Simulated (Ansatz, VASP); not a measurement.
# SrBRh: VASP beside Ansatz

Wanted: the spread between two codes on one cell, functional and k mesh. The cell is invented: other elements were put on sites of a known structure type. It may not be a known or stable phase. The cell is taken from a series of VASP runs on this material, whose earlier steps may have relaxed, scaled or displaced it; both programs get it as it stands.

Main program and level: Ansatz 0.2.0; plane waves, with VASP 6.6.1 beside it; single point at PBE.

### 1. The structure

It takes space group P-6m2 (No. 187, hexagonal). The conventional cell has a = 3.670 Å, b = 3.670 Å, c = 4.768 Å, α = 90.00°, β = 90.00°, γ = 120.00°. Nearest to Sr lie 6 Rh at 3.19 Å and 6 B at 3.19 Å. Nearest to B lie 3 Rh at 2.12 Å and 6 Sr at 3.19 Å. Rh has 3 B at 2.12 Å and 6 Sr at 3.19 Å nearest. Farther neighbours are not listed.

### 2. VASP: single point, PBE

With cell and atoms fixed, the geometry can't cause a difference; cores, projectors, grids and the points listed under the comparison can.

Lines of VASP's logs that name or quote its potential files are left out, and so is its time.

The input, INCAR:

```
SYSTEM = SrBRh
PREC = Accurate
ENCUT = 420
EDIFF = 1E-06
NELM = 100
ISMEAR = -1
SIGMA = 0.05
LREAL = .FALSE.
ALGO = Normal
GGA = PE
NBANDS = 20
LORBIT = 11
LWAVE = .FALSE.
LCHARG = .FALSE.
ISIF = 2
```

The input, POSCAR:

```
SrBRh
1.0
    3.6700391795      0.0000000000      0.0000000000
   -1.8350195897      3.1783471689      0.0000000000
    0.0000000000      0.0000000000      4.7675787715
Sr B Rh
1 1 1
Direct
    0.6666666700      0.3333333300      0.5000000000
    0.3333333300      0.6666666700      0.0000000000
    0.0000000000      0.0000000000      0.0000000000
```

The input, KPOINTS:

```
Automatic mesh
0
Gamma
8 8 6
0 0 0
```

Potentials, in the order of the species: Sr_sv, B and Rh_pv (PBE family, release 64).

Run with:

```bash
> mpirun -np 1 vasp_std
```

Numbers of over 12 decimals in the logs are rounded to 6 here.

The log of the run:

```text
[banner, memory and clock lines left out]
running    1 mpi-ranks, on    1 nodes
 distrk:  each k-point on    1 cores,    1 groups
 distr:  one band on    1 cores,    1 groups

 POSCAR found type information on POSCAR SrB Rh
 POSCAR found :  3 types and       3 ions
 LDA part: xc-table for (Slater+PW92), standard interpolation
 POSCAR, INCAR and KPOINTS ok, starting setup
 FFT: planning ... GRIDC
 FFT: planning ... GRID_SOFT
 FFT: planning ... GRID
 WAVECAR not read
 entering main loop
       N       E                     dE             d eps       ncg     rms          rms(c)
DAV:   1     0.172606917331E+03    0.17261E+03   -0.14064E+04  1744   0.115E+03
DAV:   2    -0.999576138995E+01   -0.18260E+03   -0.17756E+03  1824   0.326E+02
DAV:   3    -0.175447209690E+02   -0.75490E+01   -0.74851E+01  2652   0.579E+01
DAV:   4    -0.177116951796E+02   -0.16697E+00   -0.16666E+00  2080   0.625E+00
DAV:   5    -0.177145381901E+02   -0.28430E-02   -0.28428E-02  2252   0.715E-01    0.234E+01
DAV:   6    -0.171777950596E+02    0.53674E+00   -0.17781E+01  1828   0.237E+01    0.109E+01
DAV:   7    -0.165377578829E+02    0.64004E+00   -0.71044E+00  1848   0.168E+01    0.105E+01
DAV:   8    -0.164455633292E+02    0.92195E-01   -0.42363E-01  1988   0.460E+00    0.281E+00
DAV:   9    -0.164414698708E+02    0.40935E-02   -0.70815E-02  1828   0.172E+00    0.595E-01
DAV:  10    -0.164407963350E+02    0.67354E-03   -0.71464E-03  1888   0.603E-01    0.178E-01
DAV:  11    -0.164408244753E+02   -0.28140E-04   -0.64302E-04  1864   0.182E-01    0.515E-02
DAV:  12    -0.164408138839E+02    0.10591E-04   -0.98379E-05  2044   0.598E-02    0.149E-02
DAV:  13    -0.164408135830E+02    0.30092E-06   -0.36344E-06  1740   0.106E-02
   1 F= -.16440814E+02 E0= -.16434916E+02  d E =-.117953E-01
```

From OUTCAR (step 2):

```text
ion  position               nearest neighbor table
   1  0.667  0.333  0.500-   3 3.19   3 3.19   2 3.19   2 3.19   2 3.19   2 3.19   3 3.19   3 3.19
                             3 3.19   3 3.19   2 3.19   2 3.19
   2  0.333  0.667  0.000-   3 2.12   3 2.12   3 2.12   1 3.19   1 3.19   1 3.19   1 3.19   1 3.19
                             1 3.19
   3  0.000  0.000  0.000-   2 2.12   2 2.12   2 2.12   1 3.19   1 3.19   1 3.19   1 3.19   1 3.19
                             1 3.19

  LATTYP: Found a hexagonal cell.
 ALAT       =     3.6700391795
 C/A-ratio  =     1.2990539170

 Subroutine GETGRP returns: Found 12 space group operations
 (whereof 12 operations were pure point group operations)

The static configuration has the point symmetry D_3h.

 Found     40 irreducible k-points:

   k-points           NKPTS =     40   k-points in BZ     NKDIM =     40   number of bands    NBANDS=     20

   dimension x,y,z NGX =    28 NGY =   28 NGZ =   32
   dimension x,y,z NGXF=    56 NGYF=   56 NGZF=   64

   ENCUT  =  420.0 eV  30.87 Ry    5.56 a.u.   6.13  6.13  7.97*2*pi/ulx,y,z

   NELECT =      28.0000    total number of electrons

 k-points in reciprocal lattice and weights: Automatic mesh
   0.00000000  0.00000000  0.00000000       0.003
   0.12500000  0.00000000  0.00000000       0.016
   0.25000000  0.00000000  0.00000000       0.016
   0.37500000  0.00000000  0.00000000       0.016
   0.50000000  0.00000000  0.00000000       0.008
   0.12500000  0.12500000  0.00000000       0.016
   0.25000000  0.12500000  0.00000000       0.031
   0.37500000  0.12500000  0.00000000       0.031
   0.25000000  0.25000000  0.00000000       0.016
[...]
0.25000000  0.25000000  0.50000000       0.016
   0.37500000  0.25000000  0.50000000       0.016

 average (electrostatic) potential at core
       1 -35.5537       2 -27.3275       3 -76.8448

 E-fermi :   5.5594

 k-point     1 :       0.0000    0.0000    0.0000
  band No.  band energies     occupation
    ...
     10       1.1755      2.00000
     11       2.1664      2.00000
     12       3.5477      2.00000
     13       3.5477      2.00000
     14       4.8015      2.00000
     15       7.1587      0.00000
     16       8.6435      0.00000
     17       8.6435      0.00000
     18      10.8771      0.00000
     19      11.4659      0.00000
    ...

 k-point     2 :       0.1250    0.0000    0.0000
  band No.  band energies     occupation
    ...
     10       1.3530      2.00000
     11       2.3355      2.00000
     12       3.2048      2.00000
     13       3.4960      2.00000
     14       5.0571      1.99991
     15       7.2600      0.00000
     16       8.1073      0.00000
     17       8.8142      0.00000
     18      10.9304      0.00000
     19      11.4769      0.00000
    ...

 k-point     3 :       0.2500    0.0000    0.0000
  band No.  band energies     occupation
    ...
     10       1.8454      2.00000
     11       2.5954      2.00000
     12       2.6926      2.00000
     13       3.3749      2.00000
     14       5.5373      1.21688
     15       6.7668      0.00000
     16       7.5361      0.00000
     17       8.6903      0.00000
     18      10.1888      0.00000
     19      11.1855      0.00000
    ...

  Total       -0.2419415     -0.2419415      0.2670047     -0.0000000      0.0000000      0.0000000
  in kB       -6.9702922     -6.9702922      7.6923600     -0.0000000      0.0000000      0.0000000
  external PRESSURE =      -2.0827415 kB  Pullay stress =       0.0000000 kB

  energy-cutoff  :      420.00
  volume of cell :       55.61
      direct lattice vectors                 reciprocal lattice vectors
     3.670039179  0.000000000  0.000000000     0.272476655  0.157314470  0.000000000
    -1.835019590  3.178347169  0.000000000     0.000000000  0.314628940  0.000000000
     0.000000000  0.000000000  4.767578772     0.000000000  0.000000000  0.209750074

 POSITION                                       TOTAL-FORCE (eV/Angst)
 -----------------------------------------------------------------------------------
      1.83502      1.05945      2.38379        -0.000000      0.000000      0.000000
     -0.00000      2.11890      0.00000         0.000000     -0.000000      0.000000
      0.00000      0.00000      0.00000         0.000000     -0.000000      0.000000
 -----------------------------------------------------------------------------------
    total drift:                               -0.000014      0.000008     -0.000000

  FREE ENERGIE OF THE ION-ELECTRON SYSTEM (eV)
  ---------------------------------------------------
  free  energy   TOTEN  =       -16.4408135830 eV

  energy  without entropy=      -16.4290182670  energy(sigma->0) =      -16.43491593

 total charge
# of ion       s       p       d       tot
------------------------------------------
    1        2.043   5.766   0.254   8.063
    2        0.731   0.961   0.000   1.692
    3        0.481   6.216   7.273  13.969
--------------------------------------------------
tot          3.254  12.943   7.526  23.724

[... 3 further parts left out ...]
```

The run ends at a pressure of -0.21 GPa.

### 3. Ansatz: single point, PBE

Ansatz runs on its default PAW (the set named soft_2) files.

The same cell, functional, mesh and smearing now go to Ansatz, which takes its cutoff from its data sets.

The input, input.yaml:

```yaml
crystal:
  lattice:
    - [3.6700391795, 0.0, 0.0]
    - [-1.8350195897, 3.1783471689, 0.0]
    - [0.0, 0.0, 4.7675787715]
  atoms:
    - { symbol: Sr, position: [0.66666667, 0.33333333, 0.5] }
    - { symbol: B, position: [0.33333333, 0.66666667, 0.0] }
    - { symbol: Rh, position: [0.0, 0.0, 0.0] }
hamiltonian:
  xc: pbe
  pseudopotentials: { kind: paw }
kpoints:
  mp_grid: { grid: [8, 8, 6] }
scf:
  occupations: { method: fermi_dirac, width: 0.05 }
  n_extra_bands: 4
output:
  forces: true
  stress: true
  eigenvalues: true
  write_density: true
  write_potential: true
  elf: true
  volumetric_format: npy
```

Run with:

```bash
> ansatz run input.yaml --threads 2 --pin off --max-ram 4608MiB --backend cpu --events-out ev --progress --plain --runs-dir out
```

The log of the run:

```text
scf.n_extra_bands = 4 over 15 filled bands (N_el = 30.0): the run solves 19 bands
Engine: ansatz 0.2.0, aarch64-unknown-linux-gnu
Pseudopotentials: kind: paw
Pseudopotential: Sr, paw, valence charge 10, recommended cutoff 420 eV (normal), Sr.paw.azcp
Pseudopotential: B, paw, valence charge 3, recommended cutoff 420 eV (normal), B.paw.azcp
Pseudopotential: Rh, paw, valence charge 17, recommended cutoff 420 eV (normal), Rh.paw.azcp
Functional definition: PBE
  parameter kappa = 0.804
  parameter beta = 0.066725
  exchange = pbe_x(kappa = kappa, mu = beta*pi^2/3)
  correlation = pbe_c(beta = beta)
Crystal: 3 atoms, lattice volume = 55.612 Å³
Basis set: ecut = 420 eV, 1071 PW (Γ), exchange–correlation on 50×50×64 points (8 copies of the dense FFT grid, shifted against one another)
Bands: 19, of which v1, the nominal top of the filled ones, is band 15 counted from 1 (14 counted from 0)
Symmetry: 12 space group operations
Space group: P-6m2 (ITA 187), of the structure as read, at distance tolerance 3.8e-5 Å
k-points: 40 of 384 (time reversal used)
Non-local potential: Sr, projectors of the file, l = 0: 3, l = 1: 2, l = 2: 2
Non-local potential: B, projectors of the file, l = 0: 2, l = 1: 2, l = 2: 1
Non-local potential: Rh, projectors of the file, l = 0: 3, l = 1: 2, l = 2: 2, l = 3: 1
PAW form: soft (Blöchl's): semilocal exchange-correlation on the pseudo side does not see the compensation charge
PAW one-centre angular grid: Sr, 110 points (default); XC on 64 Gauss nodes
PAW one-centre angular grid: B, 110 points (default); XC on 64 Gauss nodes
PAW one-centre angular grid: Rh, 590 points (default); XC on 64 Gauss nodes
Initial density: superposition of atomic densities (neutral atoms: chi_scale 0, normalization atom), corrected by the library's trained network
Initial wavefunctions: pseudopotential atomic-orbital guess
Functional: x = pbe(κ = 0.804, μ = 0.219515), c = pbe(β = 0.066725)
SCF iter   1: F=—  HF=-10103.883062 eV  |F-HF|=—  |Δ(HF+E_count)|=         —  Δρ=6.46e-3  dr2=2.34e-2  ethr=1.77e-3  ⟨swp⟩=6.8  Hψ=4278  notcnv=0
preconditioner: auto → Kerker (q_TF=auto, 2.462 Å⁻¹)  [metal: Δε(μ)=0.017 eV  Ē_g=9.850 eV  σ=0.050 eV  W_gap=0.09  n_scr=20 (ndim 8)  ℏωp=22.3 eV  f_vac=0.000  D(μ)=1.56/eV (n_scr^D=8)]
SCF iter   2: F=—  HF=-10103.884048 eV  |F-HF|=—  |Δ(HF+E_count)|=   9.85e-4  Δρ=2.56e-3  dr2=2.91e-3  ethr=7.79e-5  ⟨swp⟩=1.8  Hψ=1174  notcnv=0
SCF iter   3: F=—  HF=-10103.883929 eV  |F-HF|=—  |Δ(HF+E_count)|=   1.19e-4  Δρ=8.40e-4  dr2=8.71e-4  ethr=9.70e-6  ⟨swp⟩=2.2  Hψ=1198  notcnv=0
SCF iter   4: F=—  HF=-10103.883866 eV  |F-HF|=—  |Δ(HF+E_count)|=   6.31e-5  Δρ=3.09e-4  dr2=1.57e-4  ethr=2.90e-6  ⟨swp⟩=1.6  Hψ=786  notcnv=0
SCF iter   5: F=—  HF=-10103.883844 eV  |F-HF|=—  |Δ(HF+E_count)|=   2.21e-5  Δρ=9.33e-5  dr2=4.23e-6  ethr=5.22e-7  ⟨swp⟩=2.1  Hψ=910  notcnv=0
SCF iter   6: F=—  HF=-10103.883822 eV  |F-HF|=—  |Δ(HF+E_count)|=   2.13e-5  Δρ=2.28e-5  dr2=3.62e-7  ethr=1.41e-8  ⟨swp⟩=2.2  Hψ=1135  notcnv=0
SCF iter   7: F=-10103.883822 eV  HF=-10103.883822 eV  |F-HF|=8.16e-9  |Δ(HF+E_count)|=   2.62e-8  Δρ=7.23e-6  dr2=4.32e-8  ethr=3.33e-10  ⟨swp⟩=11.4  Hψ=6001  notcnv=0
SCF 1 converged in 7 iterations: F = -10103.883822 eV  dr2 = 4.32e-8
  greatest PAW one-centre occupation: 1.000 electrons in one spin orbital (limit 2), on the Rh atom at site 2 (counted from 0), in its partial waves of l = 0
SCF converged after 7 iterations
Free energy (F): -10103.883822 eV
Harris-Foulkes:  -10103.883822 eV  (|F-HF|=8.16e-9)
Internal energy: -10103.872052 eV  (E = F + TS)
E sigma→0 (E₀):  -10103.877937 eV
Entropy (-TS):   -0.011770 eV (-3.923 meV/atom)
Fermi energy:    12.006359 eV
--- Per-component energies (eV) ---
  E_band       = -296.280420
  E_kinetic    = 864.300491
  E_local      = -3136.714484  (includes V_loc(G=0)·N_el)
  E_nonlocal   = 570.725357
  E_hartree    = 1099.375530
  E_xc         = -426.666804
  E_vxc        = -477.836163  (∫ρ·V_xc dr)
  E_paw        = -6360.686517  (= ΣΔE_a)
  E_vpaw       = -315.510472  (= ΣTr[D̂ρ^β])
  E_aug_tail   = 0.000875  (compensation charges beyond the density's cutoff)
  E_ewald      = -2714.206501
  E_smearing   = -0.011770  (= −TS)
  E_closure    = 0.000000  (closes the sum)
  Σ components = -10103.883822   (vs F -10103.883822, Δ=0.00e0)
--- Forces (eV/Å), atoms counted from 1 ---
  atom   1  Sr     0.00000000     0.00000000     0.00000000
  atom   2  B      0.00000000     0.00000000     0.00000000
  atom   3  Rh     0.00000000     0.00000000     0.00000000
  max |Σ_I F_I| component: 5.00e-16 eV/Å
--- Stress (GPa, compression-positive) ---
       -0.717702      -0.000000       0.000000
        0.000000      -0.717702       0.000000
        0.000000       0.000000       0.716546
  P = ⅓ Tr σ = -0.2396 GPa (-2.396 kbar)
--- Band table (eV; the first three rows and the last of 40) ---
  k-point 0: bands = [... 11 lower, 8.6076, 9.9817, 9.9817, 11.2451, 13.6067, 15.1023, 15.1023, 17.3157]
  k-point 1: bands = [... 11 lower, 8.6095, 9.9660, 9.9660, 10.8706, 13.8091, 15.2471, 15.2471, 17.5138]
  k-point 2: bands = [... 11 lower, 8.5421, 9.9297, 9.9297, 10.3166, 14.0632, 15.6616, 15.6616, 17.8513]
  k-point 39: bands = [... 11 lower, 9.4264, 9.5411, 9.9280, 10.5699, 11.8414, 13.0595, 13.2395, 17.7191]
```

Wall time 3.1 s (2 threads of Arm Neoverse V2, shared host); peak memory 0.36 GiB.

The run ends at a pressure of -0.24 GPa.

### 4. Side by side

Known differences besides the potentials themselves: the data sets hold 30 valence electrons in Ansatz (default PAW (the set named soft_2) files) and 28 in VASP; VASP leaves aspherical gradient terms in its spheres out (LASPH is not set), Ansatz keeps them. Total energies have different zeros and are not compared.

Compared:

```csv
quantity,Ansatz,VASP,difference
pressure (GPa),-0.24,-0.21,-0.03
pressure without Ansatz's Pulay correction (GPa),-0.31,-0.21,-0.10
```

Ansatz's pressure holds a Pulay correction of 0.07 GPa; VASP's holds none.

### 5. Summary of results

```
difference in pressure (single point, PBE) : -0.031 GPa
```

What this shows: The difference in pressure is -0.031 GPa (single point, PBE), within the 1 GPa picked in this series as the mark of a large difference. How closely two codes agree says nothing of how well the functional describes the real material.

[Lines on the potential files, build, host, timing and source positions are cut from VASP's logs without a mark.]

[Logs are printed without paths, hosts, clocks, repeated set-up lines and the standing remarks that a program may print on its own settings, such as how far it seeks lower states.]

[Hosts, paths, dates, database ids (printed as entryN), source tags and the programs' standing remarks are cut or masked in the printed files.]
